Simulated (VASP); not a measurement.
Energy against volume of Rb (bcc). All values below come from PBE GGA with D3 dispersion (Becke-Johnson damping), VASP's PBE PAW potentials (set 64) (plane waves; VASP). Numerical set-up: 520 eV cut-off, 9×9×9 Γ-centred mesh, first-order Methfessel-Paxton smearing of 0.10 eV, potentials Rb_sv.

| V (Å³/atom) | E (eV/atom) |
|---|---|
| 83.402 | -1.04277 |
| 85.982 | -1.04328 |
| 88.561 | -1.04228 |
| 91.141 | -1.03998 |

Problem. Fit these four points and predict the energy of the run at 80.823 Å³/atom.

Solution. A cubic in V^(−2/3), the third-order Birch-Murnaghan form, passes through the four points with V0 = 85.50 Å³/atom and B0 = 3 GPa, and gives -1.0405 eV/atom there. The run gave -1.0405 eV/atom, -0.0 meV/atom from the fit; all five points give B0 = 3 GPa.

The compound is Rb in the bcc structure. It was relaxed first, which changed the volume by -5 %.
